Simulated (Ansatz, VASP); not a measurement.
## ZnGeW (ZnGeW in the AlB2 type): VASP beside Ansatz

Aim: how closely do two programs agree when they are given the same cell, functional and k mesh? The cell is generated by rule, not measured, and may not be a known phase. The cell is taken from a series of runs on this material, whose earlier steps may have relaxed, scaled, displaced or heated it; both programs get it as it stands.

Calculated with Ansatz 0.2.0; plane waves, with VASP 6.6.1 beside it; relaxation of cell and atoms at PBEsol and zone-centre phonons at PBEsol.

## Step 1: Set-up

It takes space group P-6m2 (No. 187, hexagonal). The conventional cell has a = 4.403 Å, b = 4.403 Å, c = 2.618 Å, α = 90.00°, β = 90.00°, γ = 120.00°. W has 2 W at 2.62 Å and 6 Ge at 2.86 Å and 6 Zn at 2.86 Å nearest. Nearest to Ge lie 3 Zn at 2.54 Å and 2 Ge at 2.62 Å and 6 W at 2.86 Å. Nearest to Zn lie 3 Ge at 2.54 Å and 2 Zn at 2.62 Å and 6 W at 2.86 Å. Farther neighbours are not listed.

## Step 2: Ansatz: relaxation of cell and atoms, PBEsol, pair 1

Ansatz runs on its PAW soft_1 files.

The relaxed volume is the usual yardstick between codes: in a stiff, nearly cubic crystal its relative difference is about their pressure difference at one cell divided by the bulk modulus.

File input.yaml:

```yaml
crystal:
  lattice:
    - [4.4031885593, 0.0, 0.0]
    - [-2.2015942797, 3.81327315, 0.0]
    - [0.0, 0.0, 2.6181884522]
  atoms:
    - { symbol: W, position: [0.0, 0.0, 0.0] }
    - { symbol: Ge, position: [0.3333333333, 0.6666666667, 0.5] }
    - { symbol: Zn, position: [0.6666666667, 0.3333333333, 0.5] }
kpoints:
  mp_grid: { grid: [9, 9, 12] }
hamiltonian:
  xc: pbesol
  pseudopotentials: { kind: paw, azcp: { folder: soft_1 }, xc_functional: pbe }
scf:
  occupations: { method: methfessel_paxton, width: 0.2 }
output:
  forces: true
  stress: true
  eigenvalues: true
relax:
  adjacent_minimum: "off"
  f_tol: 0.001
  max_steps: 60
  cell: { stress_tol: 0.01 }
```

The run is started by

```console
$ ansatz run input.yaml --threads 4 --pin off --max-ram 12288MiB --backend cpu --events-out ev --progress --plain --runs-dir out
```

Numbers of over 12 decimals in the logs are rounded to 6 here.

Output:

```text
Engine: ansatz 0.2.0, aarch64-unknown-linux-gnu
Pseudopotentials: kind: paw
Pseudopotential: W, paw, valence charge 14, recommended cutoff 420 eV (normal), soft_1/W.paw.azcp
Pseudopotential: Ge, paw, valence charge 14, recommended cutoff 420 eV (normal), soft_1/Ge.paw.azcp
Pseudopotential: Zn, paw, valence charge 12, recommended cutoff 420 eV (normal), soft_1/Zn.paw.azcp
Functional definition: PBEsol
  exchange = pbesol_x
  correlation = pbesol_c
Crystal: 3 atoms, lattice volume = 43.961 Å³
Basis set: ecut = 420 eV, 879 PW (Γ), exchange–correlation on 60×60×36 points (8 copies of the dense FFT grid, shifted against one another)
Bands: 24, of which v1, the nominal top of the filled ones, is band 20 counted from 1 (19 counted from 0)
Symmetry: 12 space group operations
Space group: P-6m2 (ITA 187), of the structure as read, at distance tolerance 3.5e-5 Å
k-points: 84 of 972 (time reversal used)
Non-local potential: W, projectors of the file, l = 0: 3, l = 1: 2, l = 2: 2, l = 3: 1
Non-local potential: Ge, projectors of the file, l = 0: 2, l = 1: 2, l = 2: 3, l = 3: 1
Non-local potential: Zn, projectors of the file, l = 0: 2, l = 1: 2, l = 2: 3, l = 3: 1
PAW form: soft (Blöchl's): semilocal exchange-correlation on the pseudo side does not see the compensation charge
PAW frozen core: W, regenerated for the run's functional, and the local potential with it (the file was generated under x = pbe(κ = 0.804, μ = 0.219515), c = pbe(β = 0.066725))
PAW frozen core: Ge, regenerated for the run's functional, and the local potential with it (the file was generated under x = pbe(κ = 0.804, μ = 0.219515), c = pbe(β = 0.066725))
PAW frozen core: Zn, regenerated for the run's functional, and the local potential with it (the file was generated under x = pbe(κ = 0.804, μ = 0.219515), c = pbe(β = 0.066725))
PAW one-centre angular grid: W, 590 points (default); XC on 64 Gauss nodes
PAW one-centre angular grid: Ge, 590 points (default); XC on 64 Gauss nodes
PAW one-centre angular grid: Zn, 590 points (default); XC on 64 Gauss nodes
Initial density: superposition of atomic densities (chi_scale 0.1, normalization cell, long waves kept (reshape's long-wave potential 0.00 eV rms))
Initial wavefunctions: pseudopotential atomic-orbital guess
Functional: x = pbesol(κ = 0.804, μ = 0.123457), c = pbesol(β = 0.046)
SCF iter   1: F=—  HF=-17791.239036 eV  |F-HF|=—  |Δ(HF+E_count)|=         —  Δρ=5.59e-2  dr2=1.61e0  ethr=3.10e-3  ⟨swp⟩=5.1  Hψ=9492  notcnv=0
preconditioner: auto → none  [metal: Δε(μ)=0.013 eV  Ē_g=14.578 eV  σ=0.200 eV  W_gap=0.06  n_scr=8 (ndim 8)  ℏωp=31.7 eV  f_vac=0.000  D(μ)=1.91/eV (n_scr^D=8)  sad-step TF]
SCF iter   2: F=—  HF=-17790.994495 eV  |F-HF|=—  |Δ(HF+E_count)|=   2.45e-1  S|Δr|=    0.00e0  Δρ=3.61e-2  dr2=7.29e-1  ethr=3.10e-3  ⟨swp⟩=2.0  Hψ=2956  notcnv=0
SCF iter   3: F=—  HF=-17790.823026 eV  |F-HF|=—  |Δ(HF+E_count)|=   1.71e-1  S|Δr|=    0.00e0  Δρ=3.93e-3  dr2=8.78e-3  ethr=1.82e-3  ⟨swp⟩=2.0  Hψ=3696  notcnv=0
SCF iter   4: F=—  HF=-17790.817819 eV  |F-HF|=—  |Δ(HF+E_count)|=   5.21e-3  S|Δr|=    0.00e0  Δρ=1.11e-3  dr2=2.80e-4  ethr=2.20e-5  ⟨swp⟩=2.0  Hψ=3921  notcnv=0
SCF iter   5: F=—  HF=-17790.817763 eV  |F-HF|=—  |Δ(HF+E_count)|=   5.65e-5  S|Δr|=    0.00e0  Δρ=3.73e-4  dr2=3.52e-5  ethr=7.00e-7  ⟨swp⟩=2.0  Hψ=3363  notcnv=0
SCF iter   6: F=—  HF=-17790.817771 eV  |F-HF|=—  |Δ(HF+E_count)|=   8.78e-6  S|Δr|=    0.00e0  Δρ=1.55e-4  dr2=6.13e-6  ethr=8.79e-8  ⟨swp⟩=2.0  Hψ=2836  notcnv=0
SCF iter   7: F=—  HF=-17790.817770 eV  |F-HF|=—  |Δ(HF+E_count)|=   1.55e-6  S|Δr|=    0.00e0  Δρ=2.88e-5  dr2=1.45e-7  ethr=1.53e-8  ⟨swp⟩=2.0  Hψ=2874  notcnv=0
SCF iter   8: F=-17790.817770 eV  HF=-17790.817770 eV  |F-HF|=1.47e-9  |Δ(HF+E_count)|=   5.06e-8  S|Δr|=    0.00e0  Δρ=6.56e-6  dr2=6.18e-9  ethr=2.50e-10  ⟨swp⟩=4.9  Hψ=7613  notcnv=0
SCF 1 converged in 8 iterations: F = -17790.817770 eV  dr2 = 6.18e-9
  greatest PAW one-centre occupation: 0.999 electrons in one spin orbital (limit 2), on the W atom at site 0 (counted from 0), in its partial waves of l = 0
relax step   1: F+E_penalty+E_count = -17790.81776998 eV  Δ(F+E_penalty+E_count) = +0.000e0 eV  max|allowed force component| = 4.472e-17 eV/Å  Δτ_max = 0.0000 Å  P = -0.014 GPa  Ω = 43.961 Å³  (8 SCF iters, dr2 threshold 1.00e-7 eV, accepted)
[...]
relax step   2: F+E_penalty+E_count = -17790.81777657 eV  Δ(F+E_penalty+E_count) = -6.594e-6 eV  max|allowed force component| = 3.701e-17 eV/Å  Δτ_max = 0.0000 Å  P = -0.003 GPa  Ω = 43.955 Å³  energy of the carried Pulay correction = +3.202e-6 eV  (4 SCF iters, dr2 threshold 5.04e-9 eV, accepted)
[...]
relax step   3: F+E_penalty+E_count = -17790.81777392 eV  Δ(F+E_penalty+E_count) = +2.649e-6 eV  max|allowed force component| = 3.084e-17 eV/Å  Δτ_max = 0.0000 Å  P = -0.003 GPa  Ω = 43.955 Å³  stress off target by 9.00e-3 GPa  SCF on the basis re-selected at this cell (its energy is not comparable with the rows above)  (6 SCF iters)
basis re-selected at this cell: Δ(F+E_penalty+E_count) = +2.649e-6 eV, ΔP = -0.000 GPa vs the last step (what re-selecting the basis moved, of the pressure what is left beyond the Pulay correction that the steps carried, after the strain that the cell walked since its last selection, with what the two solves' SCF thresholds leave and, on support functions, any second-order correction that the steps lacked; it is no m [...]
SCF converged after 6 iterations
Stability not checked: this state was not tested for a lower state beside it, because cold or Methfessel-Paxton smearing, or corrected tetrahedra, fill the levels in a way that the test cannot read (fill_not_monotonic; see scf.lower_state_search)
Free energy (F): -17790.817774 eV
Harris-Foulkes:  -17790.817774 eV  (|F-HF|=0.00e0)
Internal energy: -17790.814327 eV  (E = F + TS)
E sigma→0 (E₀):  -17790.816912 eV
Entropy (-TS):   -0.003447 eV (-1.149 meV/atom)
Fermi energy:    17.096923 eV
--- Per-component energies (eV) ---
  E_band       = -78.433334
  E_kinetic    = 667.415407
  E_local      = -3941.200516  (includes V_loc(G=0)·N_el)
  E_nonlocal   = 1015.862830
  E_hartree    = 1702.313830
  E_xc         = -416.877705
  E_vxc        = -350.568203  (∫ρ·V_xc dr)
  E_paw        = -12282.927819  (= ΣΔE_a)
  E_vpaw       = -874.570435  (= ΣTr[D̂ρ^β])
  E_aug_tail   = -0.000074  (compensation charges beyond the density's cutoff)
  E_ewald      = -4537.337431
  E_core_change = 1.937151  (= ΣΔE_core)
  E_smearing   = -0.003447  (= −TS)
  E_closure    = 0.000000  (closes the sum)
  Σ components = -17790.817774   (vs F -17790.817774, Δ=0.00e0)
--- Forces (eV/Å), atoms counted from 1 ---
  atom   1  W     -0.00000000    -0.00000000     0.00000000
  atom   2  Ge     0.00000000     0.00000000     0.00000000
  atom   3  Zn     0.00000000     0.00000000     0.00000000
  max |Σ_I F_I| component: 5.09e-17 eV/Å
--- Stress (GPa, compression-positive) ---
       -0.009005      -0.000000       0.000000
       -0.000000      -0.009005       0.000000
        0.000000       0.000000       0.008487
  P = ⅓ Tr σ = -0.0032 GPa (-0.032 kbar)
--- Band table (eV; the first three rows and the last of 84) ---
  k-point 0: bands = [... 16 lower, 12.2125, 12.6099, 14.5404, 17.9505, 17.9505, 19.7249, 19.7249, 22.0536]
  k-point 1: bands = [... 16 lower, 12.3816, 12.9751, 14.6667, 17.3534, 17.3534, 20.2370, 20.2370, 22.0116]
  k-point 2: bands = [... 16 lower, 12.8606, 13.9558, 15.0469, 16.3066, 16.3066, 20.2866, 21.0346, 21.0346]
  k-point 83: bands = [... 16 lower, 12.1602, 14.6865, 14.9663, 16.7054, 16.8676, 18.5043, 18.6506, 19.4471]
--- Relaxed structure (2 steps of the walk, 2 accepted, 1 SCFs on fresh bases) ---
  F+E_penalty+E_count = -17790.81777392 eV   max|allowed force component| = 3.084e-17 eV/Å   (the final SCF, on the basis selected at the relaxed cell)
  cell:  # Å, volume = 43.9549 Å³
    - [4.402527, 2.8863235505437515e-11, 0.0]
    - [-2.201263, 3.812700, 0.0]
    - [0.0, 0.0, 2.618621]
  atoms:
    - { symbol: W, position: [0, 0, 0.0] }
    - { symbol: Ge, position: [0.333333, 0.666667, 0.500000] }
    - { symbol: Zn, position: [0.666667, 0.333333, 0.500000] }
```

In the SCF lines HF is the Harris–Foulkes energy and dr2 the Hartree energy of the density residual, in eV; the loop may stop once dr2 is under the threshold and the program's other checks hold. Hψ counts applications of the Hamiltonian.

## Step 3: VASP: relaxation of cell and atoms, PBEsol, pair 1

The same cell, functional, mesh and smearing now go to VASP, with its own data sets.

Lines of VASP's logs that name or quote its potential files are left out, and so is its time.

File INCAR:

```
SYSTEM = ZnGeW
PREC = Accurate
ENCUT = 600
EDIFF = 1E-07
NELM = 120
ISMEAR = 1
SIGMA = 0.2
LREAL = .FALSE.
ALGO = Normal
GGA = PS
NBANDS = 22
LASPH = .TRUE.
LORBIT = 11
LWAVE = .FALSE.
LCHARG = .FALSE.
ISIF = 3
IBRION = 2
NSW = 80
EDIFFG = -0.005
GGA_COMPAT = .FALSE.
NELMIN = 4
KPAR = 2
```

File POSCAR:

```
ZnGeW
1.0
    4.4031890000      0.0000000000      0.0000000000
   -2.2015940000      3.8132730000      0.0000000000
    0.0000000000      0.0000000000      2.6181880000
W Ge Zn
1 1 1
Direct
    0.0000000000      0.0000000000      0.0000000000
    0.3333332576      0.6666666667      0.5000000000
    0.6666665153      0.3333333333      0.5000000000
```

File KPOINTS:

```
Automatic mesh
0
Gamma
9 9 12
0 0 0
```

The projector-augmented-wave data sets are W, Ge_d and Zn (PBE family, release 64).

The run is started by

```console
$ mpirun -np 2 vasp_std
```

Output:

```text
[banner, memory and clock lines left out]
running    2 mpi-ranks, on    1 nodes
 distrk:  each k-point on    1 cores,    2 groups
 distr:  one band on    1 cores,    1 groups

 POSCAR found type information on POSCAR W GeZn
 POSCAR found :  3 types and       3 ions
|                                                                             |
|               ----> ADVICE to this user running VASP <----                  |
|                                                                             |
|     You enforced a specific xc type in the INCAR file but a different       |
|     [... a line on the potential file left out ...]
|     I HOPE YOU KNOW WHAT YOU ARE DOING!                                     |
|                                                                             |

 LDA part: xc-table for (Slater+PW92), standard interpolation
 POSCAR, INCAR and KPOINTS ok, starting setup
 FFT: planning ... GRIDC
 FFT: planning ... GRID_SOFT
 FFT: planning ... GRID
 WAVECAR not read
 entering main loop
       N       E                     dE             d eps       ncg     rms          rms(c)
DAV:   1     0.222687693605E+03    0.22269E+03   -0.16649E+04  4174   0.361E+03
DAV:   2     0.996920580903E+01   -0.21272E+03   -0.20235E+03  3726   0.624E+02
DAV:   3    -0.191881271119E+02   -0.29157E+02   -0.28229E+02  4364   0.157E+02
DAV:   4    -0.201376481313E+02   -0.94952E+00   -0.94351E+00  4110   0.303E+01
DAV:   5    -0.201533889131E+02   -0.15741E-01   -0.15735E-01  4406   0.412E+00    0.187E+01
DAV:   6    -0.193553957474E+02    0.79799E+00   -0.21509E+00  4554   0.327E+01    0.954E+00
DAV:   7    -0.192379231484E+02    0.11747E+00   -0.42181E-01  4630   0.101E+01    0.325E+00
DAV:   8    -0.192173084200E+02    0.20615E-01   -0.59590E-02  5120   0.418E+00    0.612E-01
DAV:   9    -0.192161221667E+02    0.11863E-02   -0.88888E-03  4794   0.146E+00    0.197E-01
DAV:  10    -0.192158665772E+02    0.25559E-03   -0.99902E-04  5046   0.558E-01    0.782E-02
DAV:  11    -0.192158402546E+02    0.26323E-04   -0.11186E-04  4828   0.168E-01    0.248E-02
DAV:  12    -0.192158396374E+02    0.61722E-06   -0.15699E-05  5144   0.609E-02    0.133E-02
DAV:  13    -0.192158402205E+02   -0.58308E-06   -0.18128E-06  4922   0.193E-02    0.183E-03
DAV:  14    -0.192158402210E+02   -0.48476E-09   -0.12444E-07  3044   0.345E-03
   1 F= -.19215840E+02 E0= -.19214640E+02  d E =-.192158E+02
[... from here on, the cycles between the ionic steps are left out ...]
   2 F= -.19215464E+02 E0= -.19214309E+02  d E =0.376621E-03
   3 F= -.19216222E+02 E0= -.19215041E+02  d E =-.382156E-03
   4 F= -.19216220E+02 E0= -.19215039E+02  d E =-.379756E-03
   5 F= -.19216222E+02 E0= -.19215041E+02  d E =-.381745E-03
   6 F= -.19216242E+02 E0= -.19215096E+02  d E =-.200357E-04
   7 F= -.19216241E+02 E0= -.19215105E+02  d E =-.187693E-04
   8 F= -.19216242E+02 E0= -.19215099E+02  d E =-.199660E-04
   9 F= -.19216238E+02 E0= -.19215094E+02  d E =0.379188E-05
 trial-energy change:    0.000004  1 .order    0.000003   -0.000009    0.000014
 step:   0.2823(harm=  0.3481)  dis= 0.00000  next Energy=   -19.216243 (dE=-0.132E-05)
 bond charge predicted
       N       E                     dE             d eps       ncg     rms          rms(c)
DAV:   1    -0.192162950941E+02   -0.56958E-04   -0.71296E-04  4396   0.536E-01    0.522E-02
DAV:   2    -0.192162532857E+02    0.41808E-04   -0.14288E-04  4320   0.296E-01    0.253E-02
DAV:   3    -0.192162453651E+02    0.79205E-05   -0.11282E-05  5370   0.680E-02    0.104E-02
DAV:   4    -0.192162429952E+02    0.23700E-05   -0.24500E-06  5682   0.294E-02    0.392E-03
DAV:   5    -0.192162427667E+02    0.22846E-06   -0.31492E-07  3894   0.746E-03    0.154E-03
DAV:   6    -0.192162427958E+02   -0.29059E-07   -0.10653E-07  1976   0.489E-03
  10 F= -.19216243E+02 E0= -.19215099E+02  d E =-.864030E-06
 curvature:  -0.17 expect dE=-0.141E-06 dE for cont linesearch -0.566E-07
 trial: gam= 0.00000 g(F)=  0.178E-41 g(S)=  0.820E-06 ort =-0.178E-05 (trialstep = 0.776E+00)
 search vector abs. value=  0.820E-06
 reached required accuracy - stopping structural energy minimisation
```

Parts of OUTCAR (step 3):

```text
ion  position               nearest neighbor table
   1  0.000  0.000  0.000-   2 2.86   2 2.86   3 2.86   3 2.86   2 2.86   2 2.86   3 2.86   3 2.86
                             3 2.86   3 2.86   2 2.86   2 2.86
   2  0.333  0.667  0.500-   3 2.54   3 2.54   3 2.54   1 2.86   1 2.86   1 2.86   1 2.86   1 2.86
                             1 2.86
   3  0.667  0.333  0.500-   2 2.54   2 2.54   2 2.54   1 2.86   1 2.86   1 2.86   1 2.86   1 2.86
                             1 2.86

  LATTYP: Found a hexagonal cell.
 ALAT       =     4.4031890000
 C/A-ratio  =     0.5946117689

 Subroutine GETGRP returns: Found 12 space group operations
 (whereof 12 operations were pure point group operations)

The static configuration has the point symmetry D_3h.

 Found     84 irreducible k-points:

   k-points           NKPTS =     84   k-points in BZ     NKDIM =     84   number of bands    NBANDS=     22

   dimension x,y,z NGX =    36 NGY =   36 NGZ =   24
   dimension x,y,z NGXF=    72 NGYF=   72 NGZF=   48

   ENCUT  =  600.0 eV  44.10 Ry    6.64 a.u.   8.79  8.79  5.23*2*pi/ulx,y,z

   NELECT =      32.0000    total number of electrons

 k-points in reciprocal lattice and weights: Automatic mesh
   0.00000000  0.00000000  0.00000000       0.001
   0.11111111  0.00000000  0.00000000       0.006
   0.22222222 -0.00000000  0.00000000       0.006
   0.33333333  0.00000000  0.00000000       0.006
   0.44444444 -0.00000000  0.00000000       0.006
   0.11111111  0.11111111  0.00000000       0.006
   0.22222222  0.11111111  0.00000000       0.012
   0.33333333  0.11111111  0.00000000       0.012
   0.44444444  0.11111111  0.00000000       0.006
[...]
0.33333333  0.22222222  0.50000000       0.012
   0.33333333  0.33333333  0.50000000       0.002

 average (electrostatic) potential at core
       1 -38.1105       2 -72.2118       3 -32.5600

 E-fermi :   7.2933

 k-point     1 :       0.0000    0.0000    0.0000
  band No.  band energies     occupation
    ...
     11      -0.1339      2.00000
     12       2.3926      2.00000
     13       2.3926      2.00000
     14       2.7803      2.00000
     15       4.7296      2.00000
     16       8.1385     -0.00000
     17       8.1385     -0.00000
     18       9.9389     -0.00000
     19       9.9389     -0.00000
     20      12.2447      0.00000
    ...

 k-point     2 :       0.1111    0.0000    0.0000
  band No.  band energies     occupation
    ...
     11      -0.1341      2.00000
     12       1.7044      2.00000
     13       2.4444      2.00000
     14       2.9535      2.00000
     15       5.4601      2.00000
     16       7.4450      0.04276
     17       7.8436     -0.00070
     18       9.8699     -0.00000
     19       9.9364     -0.00000
     20      12.4490      0.00000
    ...

 k-point     3 :       0.2222   -0.0000    0.0000
  band No.  band energies     occupation
    ...
     13       2.5965      2.00000
     14       2.9095      2.00000
     15       6.1675      2.00000
     16       7.1473      1.93986
     17       7.1834      1.79215
     18       9.7144     -0.00000
     19       9.9299     -0.00000
     20      12.5904      0.00000
     21      13.4463      0.00000
     22      15.9061      0.00000

  Total       -0.0050344     -0.0050344     -0.0005233     -0.0000000      0.0000000      0.0000000
  in kB       -0.1840272     -0.1840271     -0.0191298     -0.0000000      0.0000000      0.0000000
  external PRESSURE =      -0.1290613 kB  Pullay stress =       0.0000000 kB

  energy-cutoff  :      600.00
  volume of cell :       43.83
      direct lattice vectors                 reciprocal lattice vectors
     4.402207725 -0.000000000 -0.000000000     0.227158749  0.131150153 -0.000000000
    -2.201103363  3.812423191  0.000000000     0.000000000  0.262300366  0.000000000
     0.000000000 -0.000000000  2.611579935     0.000000000  0.000000000  0.382909972

 POSITION                                       TOTAL-FORCE (eV/Angst)
 -----------------------------------------------------------------------------------
      0.00000     -0.00000      0.00000        -0.000000      0.000000     -0.000000
     -0.00000      2.54162      1.30579         0.000000      0.000000     -0.000000
      2.20110      1.27081      1.30579         0.000000     -0.000000      0.000000
 -----------------------------------------------------------------------------------
    total drift:                                0.000258      0.000003      0.000000

  FREE ENERGIE OF THE ION-ELECTRON SYSTEM (eV)
  ---------------------------------------------------
  free  energy   TOTEN  =       -19.2162427958 eV

  energy  without entropy=      -19.2128126660  energy(sigma->0) =      -19.21509942

 reached required accuracy - stopping structural energy minimisation

 total charge
# of ion       s       p       d       tot
------------------------------------------
    1        0.573   0.522   4.260   5.355
    2        1.106   1.205  10.114  12.425
    3        0.597   0.612   9.749  10.958
--------------------------------------------------
tot          2.275   2.340  24.123  28.738

[... 3 further parts left out ...]
```

CONTCAR:

```
ZnGeW
   1.00000000000000
     4.4022077248867557   -0.0000000001294281   -0.0000000000000000
    -2.2011033626668932    3.8124231912454003    0.0000000000000000
     0.0000000000000000   -0.0000000000000000    2.6115799354013904
  W               Ge              Zn
     1     1     1
Direct
     0.0000000000000000    0.0000000000000000    0.0000000000000000
     0.3333332576000032    0.6666666667000030    0.5000000000000000
     0.6666665153000011    0.3333333332999970    0.5000000000000000
```

The run keeps the 12 symmetry operations of its start, so it cannot find a distortion of lower symmetry.

## Step 4: Comparison

Known differences besides the potentials themselves: the data sets hold 40 valence electrons in Ansatz (on its PAW soft_1 files) and 32 in VASP; the cutoff is 420 eV in Ansatz and 600 eV in VASP; Ansatz makes its cores anew for this functional, VASP keeps those of its PBE data sets; Ansatz adds a Pulay correction to the stress that steers its cell, VASP none. Total energies have different zeros and are not compared.

Both answers:

```
                                         quantity  Ansatz   VASP  difference
                                      volume (Å³)   43.95  43.83     +0.28 %
edge a after relaxation, in the typed setting (Å)   4.402  4.402     +0.01 %
edge c after relaxation, in the typed setting (Å)   2.619  2.612     +0.27 %
```

(Part 1 of 2 ends here.)

[Lines on the potential files, build, host, timing and source positions are cut from VASP's logs without a mark.]

[Logs are printed without paths, hosts, clocks, repeated set-up lines and the standing remarks that a program may print on its own settings, such as how far it seeks lower states.]

[Hosts, paths, dates, database ids (printed as entryN), source tags and the programs' standing remarks are cut or masked in the printed files.]
